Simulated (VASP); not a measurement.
VASP runs on Cl$_{2}$ (space group Cmce) share one base input (PBE GGA, plane waves, VASP's PBE PAW potentials (set 64)) and change the settings named in each case.

### INCAR
```
ALGO  =  Normal
EDIFF  =  1E-6
ENCUT  =  300
GGA  =  PE
ISIF  =  2
ISMEAR  =  0
LASPH  =  .TRUE.
LCHARG  =  .FALSE.
LREAL  =  .FALSE.
LWAVE  =  .FALSE.
NELM  =  100
PREC  =  Accurate
SIGMA  =  0.01
SYSTEM  =  Cl2
```

KPOINTS:
```
Automatic mesh
0
G
  10 10 4
0 0 0
```

### POSCAR
```
Cl2
1
    3.1855380000    -2.0078850000     0.0000000000
    3.1855380000     2.0078850000     0.0000000000
    0.0000000000     0.0000000000     8.1999020000
Cl
4
Direct
  0.8854800000   0.1145200000   0.6047500000
  0.1145200000   0.8854800000   0.3952500000
  0.6145200000   0.3854800000   0.1047500000
  0.3854800000   0.6145200000   0.8952500000
```

POTCAR, in this order: Cl (PBE.64 set). Program: vasp_std.

```tsv
change	E(σ→0) (eV/atom)	largest force (eV/Å)	gap on the mesh (eV)
base run	-1.7946	1.234	2.57
GGA = 91	-1.7990	1.308	2.56
ISYM = 0	-1.7946	1.234	2.57
KPOINTS 10×10×4 Γ-centred mesh shifted by (0.5, 0.5, 0.5)	-1.7946	1.234	2.63
NBANDS = 22	-1.7946	1.233	2.57
```
 Energies of different potentials or functionals have different zeros.

Left out are runs that ran out of time, are held back, or changed the cell or the kind of run, fixed moments of cells without a moment, rows past the twelfth, gaps on odd meshes, pressures of charged cells and columns that move by less than the noise.

The structure comes from a computed database's Cl2 entry; how it stands against other phases isn't given here. The cell was not relaxed at this level, forces remain on its atoms, its lattice was scaled by up to 2.5 %.
